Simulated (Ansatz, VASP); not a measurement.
# Cross-check of Pt (Pt(110)) between VASP and Ansatz, part 2 of 2

Wanted: the spread between two codes on one cell, functional and k mesh.

VASP 6.6.1 and Ansatz 0.2.0.

So far: The starting structure; Ansatz: band structure, r2SCAN.

## 3. VASP: band structure, r2SCAN

Level of this step: r2SCAN; plane waves and PAW (Pt) (VASP).

The same cell, functional, mesh and smearing now go to VASP, with its own data sets and cutoff.

Lines of VASP's logs that name or quote its potential files are left out, and so is its time.

File INCAR:

```
SYSTEM = Pt
PREC = Normal
ENCUT = 300
EDIFF = 1E-06
NELM = 120
ISMEAR = -1
SIGMA = 0.1
LREAL = .FALSE.
ALGO = Normal
METAGGA = R2SCAN
LASPH = .TRUE.
NBANDS = 54
LORBIT = 11
LWAVE = .FALSE.
LCHARG = .TRUE.
IDIPOL = 3
LDIPOL = .TRUE.
DIPOL = 0.5 0.5 0.5
LVHAR = .TRUE.
LVACPOTAV = .TRUE.
LELF = .TRUE.
NEDOS = 1500
```

File POSCAR:

```
Pt
1.0
    3.9200000000      0.0000000000      0.0000000000
    0.0000000000      2.7718585823      0.0000000000
    0.0000000000      0.0000000000     26.3155757468
Pt
7
Direct
    0.0000000000      0.0000000000      0.3420027776
    0.5000000000      0.5000000000      0.3946685184
    0.0000000000      0.0000000000      0.4473342592
    0.5000000000      0.5000000000      0.5000000000
    0.0000000000      0.0000000000      0.5526657408
    0.5000000000      0.5000000000      0.6053314816
    0.0000000000      0.0000000000      0.6579972224
```

File KPOINTS:

```
Automatic mesh
0
Gamma
11 15 1
0 0 0
```

File KPOINTS_OPT:

```
Line mode
14
Line-mode
Reciprocal
  0.00000000   0.00000000   0.00000000 GAMMA
 -0.50000000   0.00000000   0.00000000 X

 -0.50000000   0.00000000   0.00000000 X
 -0.50000000  -0.50000000   0.00000000 S

 -0.50000000  -0.50000000   0.00000000 S
  0.00000000  -0.50000000   0.00000000 Y

  0.00000000  -0.50000000   0.00000000 Y
  0.00000000   0.00000000   0.00000000 GAMMA

  0.00000000   0.00000000   0.00000000 GAMMA
 -0.50000000  -0.50000000   0.00000000 S
```

The projector-augmented-wave data sets are Pt (PBE family, release 64).

Run with:

```
$ mpirun -np 2 vasp_std
```

Numbers of over 12 decimals in the logs are rounded to 6 here.

The program printed:

```text
[banner, memory and clock lines left out]
running    2 mpi-ranks, on    1 nodes
 distrk:  each k-point on    2 cores,    1 groups
 distr:  one band on    1 cores,    2 groups

 POSCAR found type information on POSCAR Pt
 POSCAR found :  1 types and       7 ions
|                                                                             |
|               ----> ADVICE to this user running VASP <----                  |
|                                                                             |
|     You enforced a specific xc type in the INCAR file but a different       |
|     [... a line on the potential file left out ...]
|     I HOPE YOU KNOW WHAT YOU ARE DOING!                                     |
|                                                                             |

 LDA part: xc-table for (None), standard interpolation
 POSCAR, INCAR and KPOINTS ok, starting setup
 FFT: planning ... GRIDC
 FFT: planning ... GRID_SOFT
 FFT: planning ... GRID
 WAVECAR not read
 entering main loop
       N       E                     dE             d eps       ncg     rms          rms(c)
DAV:   1    -0.384300022778E+01   -0.38430E+01   -0.23507E+04  5296   0.725E+02
DAV:   2    -0.365794073212E+03   -0.36195E+03   -0.33547E+03  6310   0.200E+02
DAV:   3    -0.381393196776E+03   -0.15599E+02   -0.15005E+02  5944   0.405E+01
DAV:   4    -0.381650639856E+03   -0.25744E+00   -0.25718E+00  6242   0.549E+00
DAV:   5    -0.381656079850E+03   -0.54400E-02   -0.54395E-02  6078   0.782E-01    0.301E+01
DAV:   6    -0.361549279262E+03    0.20107E+02   -0.30387E+01  5754   0.273E+01    0.294E+01
DAV:   7    -0.360926320729E+03    0.62296E+00   -0.17697E+01  5682   0.312E+01    0.192E+01
DAV:   8    -0.359279298869E+03    0.16470E+01   -0.15408E+01  5596   0.221E+01    0.124E+01
DAV:   9    -0.357986669909E+03    0.12926E+01   -0.78099E+00  5418   0.186E+01    0.717E+00
DAV:  10    -0.357805379100E+03    0.18129E+00   -0.69372E-01  5594   0.564E+00    0.326E+00
DAV:  11    -0.357795836120E+03    0.95430E-02   -0.14529E-01  5480   0.259E+00    0.212E+00
DAV:  12    -0.357776389811E+03    0.19446E-01   -0.10391E-01  5812   0.224E+00    0.782E-01
DAV:  13    -0.357778620093E+03   -0.22303E-02   -0.12407E-02  5374   0.668E-01    0.663E-01
DAV:  14    -0.357776893017E+03    0.17271E-02   -0.76106E-03  5732   0.573E-01    0.141E-01
[...]
DAV:  61    -0.357777044768E+03   -0.16152E-03   -0.94045E-06  5184   0.206E-02    0.478E-04
DAV:  62    -0.357776828795E+03    0.21597E-03   -0.12625E-05  5184   0.237E-02    0.528E-04
DAV:  63    -0.357776958319E+03   -0.12952E-03   -0.57145E-06  5184   0.166E-02    0.202E-04
DAV:  64    -0.357776904844E+03    0.53475E-04   -0.18696E-06  4340   0.941E-03    0.253E-04
DAV:  65    -0.357777022024E+03   -0.11718E-03   -0.58946E-06  5182   0.162E-02    0.368E-04
DAV:  66    -0.357776821907E+03    0.20012E-03   -0.11485E-05  5184   0.228E-02    0.497E-04
DAV:  67    -0.357776935933E+03   -0.11403E-03   -0.39878E-06  5152   0.139E-02    0.278E-04
DAV:  68    -0.357776935698E+03    0.23528E-06   -0.14457E-06  3968   0.848E-03
|                                                                             |
|           W    W    AA    RRRRR   N    N  II  N    N   GGGG   !!!           |
|           W    W   A  A   R    R  NN   N  II  NN   N  G    G  !!!           |
|           W    W  A    A  R    R  N N  N  II  N N  N  G       !!!           |
|           W WW W  AAAAAA  RRRRR   N  N N  II  N  N N  G  GGG   !            |
|           WW  WW  A    A  R   R   N   NN  II  N   NN  G    G                |
|           W    W  A    A  R    R  N    N  II  N    N   GGGG   !!!           |
|                                                                             |
|     Did not find any points to average over, which means that no vacuum     |
|     field-free region was found. Please increase the size of  your cell     |
|     in the dimension of the dipole correction to obtain accurate            |
|     workfunction values.                                                    |
|                                                                             |

   1 F= -.35777694E+03 E0= -.35757976E+03  d E =-.394343E+00
 Start KPOINTS_OPT (optional k-point list driver)
k-point batch [1-48\70]
       N       E                     dE             ncg
DAV:   1     0.906968104144E+04   -0.63815E+05     5376
DAV:   2    -0.800680927904E+04   -0.17076E+05     6346
DAV:   3    -0.871828390720E+04   -0.71147E+03     5938
DAV:   4    -0.872987171865E+04   -0.11588E+02     6310
DAV:   5    -0.873011306608E+04   -0.24135E+00     5926
DAV:   6    -0.873012259165E+04   -0.95256E-02     6518
DAV:   7    -0.873012296378E+04   -0.37213E-03     5644
DAV:   8    -0.873012298112E+04   -0.17334E-04     5282
DAV:   9    -0.873012298187E+04   -0.75281E-06     3666
k-point batch [49-70\70]
       N       E                     dE             ncg
DAV:   1     0.591821432098E+05   -0.15396E+05     2424
DAV:   2     0.510640716891E+05   -0.81181E+04     2812
DAV:   3     0.507517414750E+05   -0.31233E+03     2706
DAV:   4     0.507468844085E+05   -0.48571E+01     2946
DAV:   5     0.507467952648E+05   -0.89144E-01     2732
DAV:   6     0.507467918737E+05   -0.33911E-02     2968
DAV:   7     0.507467917442E+05   -0.12956E-03     2594
DAV:   8     0.507467917384E+05   -0.58029E-05     2378
DAV:   9     0.507467917381E+05   -0.25575E-06     1572
```

From OUTCAR (step 3):

```text
ion  position               nearest neighbor table
   1  0.000  0.000  0.342-   2 2.77   2 2.77   2 2.77   2 2.77   3 2.77
   2  0.500  0.500  0.395-   3 2.77   3 2.77   3 2.77   3 2.77   1 2.77   1 2.77   1 2.77   1 2.77
                             4 2.77
   3  0.000  0.000  0.447-   2 2.77   2 2.77   2 2.77   2 2.77   4 2.77   4 2.77   4 2.77   4 2.77
                             1 2.77   5 2.77
   4  0.500  0.500  0.500-   3 2.77   5 2.77   3 2.77   5 2.77   3 2.77   5 2.77   3 2.77   5 2.77
                             2 2.77   6 2.77
   5  0.000  0.000  0.553-   6 2.77   6 2.77   6 2.77   6 2.77   4 2.77   4 2.77   4 2.77   4 2.77
                             7 2.77   3 2.77
   6  0.500  0.500  0.605-   5 2.77   5 2.77   5 2.77   5 2.77   7 2.77   7 2.77   7 2.77   7 2.77
                             4 2.77
   7  0.000  0.000  0.658-   6 2.77   6 2.77   6 2.77   6 2.77   5 2.77

  LATTYP: Found a simple orthorhombic cell.
 ALAT       =     2.7718585823
 B/A-ratio  =     1.4142135623
 C/A-ratio  =     9.4938377863

 Subroutine GETGRP returns: Found  8 space group operations
 (whereof  8 operations were pure point group operations)

The static configuration has the point symmetry D_2h.

 Found     48 irreducible k-points:

   k-points           NKPTS =     48   k-points in BZ     NKDIM =     48   number of bands    NBANDS=     54

   dimension x,y,z NGX =    18 NGY =   12 NGZ =  112
   dimension x,y,z NGXF=    36 NGYF=   24 NGZF=  224

   ENCUT  =  300.0 eV  22.05 Ry    4.70 a.u.   5.54  3.91 37.16*2*pi/ulx,y,z

   NELECT =      70.0000    total number of electrons

 k-points in reciprocal lattice and weights: Automatic mesh
   0.00000000  0.00000000  0.00000000       0.006
   0.09090909  0.00000000  0.00000000       0.012
   0.18181818  0.00000000  0.00000000       0.012
   0.27272727  0.00000000  0.00000000       0.012
   0.36363636  0.00000000  0.00000000       0.012
   0.45454545  0.00000000  0.00000000       0.012
   0.00000000  0.06666667  0.00000000       0.012
   0.09090909  0.06666667  0.00000000       0.024
   0.18181818  0.06666667  0.00000000       0.024
[...]
0.36363636  0.46666667  0.00000000       0.024
   0.45454545  0.46666667  0.00000000       0.024

 dipolmoment           0.000000      0.000000      0.000000 electrons x Angstroem

 average (electrostatic) potential at core
       1 -77.8344       2 -78.6012       3 -78.8174       4 -78.6642       5 -78.8174
       6 -78.6012       7 -77.8344

 E-fermi :   0.6886

 k-point     1 :       0.0000    0.0000    0.0000
  band No.  band energies     occupation
    ...
     32      -0.0512      1.99878
     33       0.1340      1.99222
     34       0.2279      1.98022
     35       0.5682      1.53816
     36       0.5858      1.47293
     37       0.8988      0.21780
     38       0.9182      0.18288
     39       1.1690      0.01626
     40       2.6420      0.00000
     41       4.0124      0.00000
    ...

 k-point     2 :       0.0909    0.0000    0.0000
  band No.  band energies     occupation
    ...
     32      -0.0296      1.99848
     33       0.0018      1.99792
     34       0.4156      1.87748
     35       0.4582      1.81828
     36       0.5258      1.67173
     37       0.9228      0.17528
     38       0.9317      0.16163
     39       1.0888      0.03590
     40       2.6416      0.00000
     41       3.4252      0.00000
    ...

 k-point     3 :       0.1818    0.0000    0.0000
  band No.  band energies     occupation
    ...
     32      -0.0908      1.99918
     33       0.0178      1.99756
     34       0.1458      1.99125
     35       0.4816      1.77588
     36       0.6409      1.23399
     37       0.8978      0.21964
     38       0.9390      0.15104
     39       0.9589      0.12559
     40       2.1473      0.00000
     41       2.7436      0.00000
    ...

  Total       -2.5974149     -5.1790222     -0.7014262      0.0000000      0.0000000      0.0000000
  in kB      -14.5539841    -29.0193944     -3.9302717      0.0000000      0.0000000      0.0000000
  external PRESSURE =     -15.8345501 kB  Pullay stress =       0.0000000 kB

  energy-cutoff  :      300.00
  volume of cell :      285.94
      direct lattice vectors                 reciprocal lattice vectors
     3.920000000  0.000000000  0.000000000     0.255102041  0.000000000  0.000000000
     0.000000000  2.771858582  0.000000000     0.000000000  0.360768766  0.000000000
     0.000000000  0.000000000 26.315575747     0.000000000  0.000000000  0.038000309

 POSITION                                       TOTAL-FORCE (eV/Angst)
 -----------------------------------------------------------------------------------
      0.00000      0.00000      9.00000        -0.000000      0.000000      0.800905
      1.96000      1.38593     10.38593         0.000000      0.000000     -1.141225
      0.00000      0.00000     11.77186         0.000000      0.000000     -0.024348
      1.96000      1.38593     13.15779        -0.000000      0.000000      0.000000
      0.00000      0.00000     14.54372        -0.000000      0.000000      0.024348
      1.96000      1.38593     15.92965         0.000000     -0.000000      1.141225
      0.00000      0.00000     17.31558        -0.000000      0.000000     -0.800905
 -----------------------------------------------------------------------------------
    total drift:                                0.000000     -0.000000      0.000000

  FREE ENERGIE OF THE ION-ELECTRON SYSTEM (eV)
  ---------------------------------------------------
  free  energy   TOTEN  =      -357.7769356979 eV

  energy  without entropy=     -357.3825923945  energy(sigma->0) =     -357.57976405

 vacuum level on the upper side and lower side of the slab         5.940         5.940

 total charge
# of ion       s       p       d       tot
------------------------------------------
    1        0.606   0.347   8.077   9.030
    2        0.631   0.561   8.012   9.204
    3        0.638   0.601   8.031   9.270
    4        0.638   0.593   8.066   9.298
    5        0.638   0.601   8.031   9.270
    6        0.631   0.561   8.012   9.204
    7        0.606   0.347   8.077   9.030
--------------------------------------------------
tot          4.387   3.612  56.305  64.303

[... 3 further parts left out ...]
```

## 4. Comparison

Known differences besides the potentials themselves: VASP keeps PBE cores, Ansatz makes them for the functional; the data sets hold 126 valence electrons in Ansatz (default PAW (the set named soft_2) files) and 70 in VASP; the cutoff is 500 eV in Ansatz and 300 eV in VASP (PREC = Normal). Total energies have different zeros and are not compared.

The two programs side by side:

```tsv
quantity	Ansatz	VASP	difference
work function, lower of the two faces (eV)	5.27	5.25	+0.01
work function, higher of the two faces (eV)	5.27	5.25	+0.01
```

Forces (eV/Å; atoms numbered as in POSCAR):

```tsv
atom	Ansatz x, y, z	VASP x, y, z
Pt1	0.000, 0.000, 0.828	0.000, 0.000, 0.801
Pt2	0.000, 0.000, -1.124	0.000, 0.000, -1.141
Pt3	0.000, 0.000, -0.018	0.000, 0.000, -0.024
Pt4	0.000, 0.000, 0.000	0.000, 0.000, 0.000
Pt5	0.000, 0.000, 0.018	0.000, 0.000, 0.024
Pt6	0.000, 0.000, 1.124	0.000, 0.000, 1.141
Pt7	0.000, 0.000, -0.828	0.000, 0.000, -0.801
```

The forces differ by 10 meV/Å r.m.s., which is 2.4 % of the r.m.s. force of 0.43 eV/Å (both taken over all components). Levels from 3 eV below to 2 eV above the Fermi level differ by 6 meV r.m.s. and 26 meV at most; each VASP level is matched to the nearest of Ansatz, which flatters the figure a little. VASP's log warns that it found no field-free region in the vacuum, so its work functions are uncertain.

## 5. Summary of results

```yaml
r_m_s_difference_of_levels_near_the_fermi_level_band_structure_r2scan: 5.8 meV
r_m_s_force_difference_band_structure_r2scan: 2.4 % of the r.m.s. force
```

What this shows: The r.m.s. force difference is 2.4 % of the r.m.s. force (band structure, r2SCAN), within the 3 % picked in this series as the mark of a large difference. Such differences can come from data sets, numerical settings and the points named under the comparisons, not from the functional's error against experiment.

[Lines on the potential files, build, host, timing and source positions are cut from VASP's logs without a mark.]

[Logs are printed without paths, hosts, clocks, repeated set-up lines and the standing remarks that a program may print on its own settings, such as how far it seeks lower states.]

[Hosts, paths, dates, database ids (printed as entryN), source tags and the programs' standing remarks are cut or masked in the printed files.]
